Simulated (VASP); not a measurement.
Given:

```
CELL_PARAMETERS angstrom
      0.00000     3.30000     3.30000
      3.30000     0.00000     3.30000
      3.30000     3.30000     0.00000
ATOMIC_POSITIONS crystal
  K  0.00000 0.00000 0.00000
  Br 0.50000 0.50000 0.50000
```

Method: G0W0 on PBE orbitals, VASP's PBE PAW potentials (set 64) (plane waves; VASP). Numerical set-up: PREC = Normal, 500 eV cut-off, 4×4×4 Γ-centred mesh, Gaussian smearing of 0.010 eV, potentials K_sv_GW Br_GW.

The mesh is coarse and the basis finite, so the quasiparticle values are not converged.

NBANDS = 160, ENCUTGW = 200 eV, NOMEGA = 64. The PBE levels (eV) that the step starts from are:

```tsv
state	KS energy	filling
k1 (0.00, 0.00, 0.00), band 5	-11.85	2
k1 (0.00, 0.00, 0.00), band 6	-0.60	2
k1 (0.00, 0.00, 0.00), band 7	-0.60	2
k1 (0.00, 0.00, 0.00), band 8	-0.60	2
k1 (0.00, 0.00, 0.00), band 9	3.83	0
k1 (0.00, 0.00, 0.00), band 10	7.01	0
k1 (0.00, 0.00, 0.00), band 11	7.01	0
k1 (0.00, 0.00, 0.00), band 12	7.01	0
k3 (0.50, 0.00, 0.00), band 5	-11.60	2
k3 (0.50, 0.00, 0.00), band 6	-1.78	2
k3 (0.50, 0.00, 0.00), band 7	-0.93	2
k3 (0.50, 0.00, 0.00), band 8	-0.93	2
k3 (0.50, 0.00, 0.00), band 9	5.98	0
k3 (0.50, 0.00, 0.00), band 10	7.63	0
k3 (0.50, 0.00, 0.00), band 11	9.14	0
k3 (0.50, 0.00, 0.00), band 12	9.14	0
k8 (-0.25, 0.50, 0.25), band 5	-11.76	2
k8 (-0.25, 0.50, 0.25), band 6	-1.19	2
k8 (-0.25, 0.50, 0.25), band 7	-1.19	2
k8 (-0.25, 0.50, 0.25), band 8	-1.14	2
k8 (-0.25, 0.50, 0.25), band 9	6.79	0
k8 (-0.25, 0.50, 0.25), band 10	6.79	0
k8 (-0.25, 0.50, 0.25), band 11	7.66	0
k8 (-0.25, 0.50, 0.25), band 12	8.38	0
```

**Question.** Give the quasiparticle energies and renormalisation factors Z.

**Answer.** 
| state | QP energy (eV) | Z |
|---|---|---|
| k1 (0.00, 0.00, 0.00), band 5 | -14.86 | 0.80 |
| k1 (0.00, 0.00, 0.00), band 6 | -2.48 | 0.80 |
| k1 (0.00, 0.00, 0.00), band 7 | -2.48 | 0.80 |
| k1 (0.00, 0.00, 0.00), band 8 | -2.48 | 0.80 |
| k1 (0.00, 0.00, 0.00), band 9 | 4.47 | 0.85 |
| k1 (0.00, 0.00, 0.00), band 10 | 8.40 | 0.84 |
| k1 (0.00, 0.00, 0.00), band 11 | 8.40 | 0.84 |
| k1 (0.00, 0.00, 0.00), band 12 | 8.40 | 0.84 |
| k3 (0.50, 0.00, 0.00), band 5 | -14.30 | 0.80 |
| k3 (0.50, 0.00, 0.00), band 6 | -3.83 | 0.79 |
| k3 (0.50, 0.00, 0.00), band 7 | -2.85 | 0.79 |
| k3 (0.50, 0.00, 0.00), band 8 | -2.85 | 0.79 |
| k3 (0.50, 0.00, 0.00), band 9 | 6.63 | 0.85 |
| k3 (0.50, 0.00, 0.00), band 10 | 8.85 | 0.82 |
| k3 (0.50, 0.00, 0.00), band 11 | 11.26 | 0.82 |
| k3 (0.50, 0.00, 0.00), band 12 | 11.26 | 0.82 |
| k8 (-0.25, 0.50, 0.25), band 5 | -14.61 | 0.80 |
| k8 (-0.25, 0.50, 0.25), band 6 | -3.17 | 0.79 |
| k8 (-0.25, 0.50, 0.25), band 7 | -3.17 | 0.79 |
| k8 (-0.25, 0.50, 0.25), band 8 | -3.09 | 0.79 |
| k8 (-0.25, 0.50, 0.25), band 9 | 7.83 | 0.84 |
| k8 (-0.25, 0.50, 0.25), band 10 | 7.83 | 0.84 |
| k8 (-0.25, 0.50, 0.25), band 11 | 8.77 | 0.84 |
| k8 (-0.25, 0.50, 0.25), band 12 | 10.13 | 0.83 |
On the mesh the gap opens from 4.43 to 6.95 eV.

The compound is KBr in the rock salt structure. The cell was not relaxed at this level.
